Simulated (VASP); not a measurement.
Given:

```xyz
4
Lattice="3.6883 0.0000 0.0000 -1.8442 3.1942 0.0000 0.0000 0.0000 4.3896" Properties=species:S:1:pos:R:3 pbc="T T T"
Nb     0.0000     2.1294     4.1154
Nb     1.8442     1.0647     1.9206
C      0.0000     2.1294     1.9202
C      1.8442     1.0647     4.1150
```

Method: PBEsol GGA, VASP's PBE PAW potentials (set 64) (plane waves; VASP 6.6.1). Run with 520 eV cut-off, Gaussian smearing of 0.050 eV, potentials Nb_sv C.

Give the energies of bands 11 to 20 at the high-symmetry points, in eV from the Fermi level.

```
band      Γ      M      K      A      L      H
----  -----  -----  -----  -----  -----  -----
11    -4.59  -5.01  -3.73  -5.01  -6.03  -5.88
12    -4.59  -3.72  -3.42  -5.01  -6.03  -5.88
13    -4.29  -3.16  -3.42  -5.01  -4.10  -3.79
14    -4.29  -2.93  -3.19  -5.01  -4.10  -3.79
15    -2.83  -2.68  -3.12  -4.86  -3.28  -3.63
16    -1.14  -2.11  -3.12  -4.86  -3.28  -3.63
17    -1.14  -1.77  -1.37   1.92   0.68  -0.69
18     0.23  -0.12  -0.74   1.92   0.68  -0.69
19     0.41   1.75   1.13   1.92   1.29   2.60
20     2.29   1.77   2.44   1.92   1.29   2.64
```

It has no gap at this level: it comes out as a metal or semimetal.

The structure was generated: NbC was put into the wurtzite type (P6_3mc), which need not be its known phase. It was relaxed first, which changed the volume by -39 %. The relaxed cell has space group P6_3/mmc.
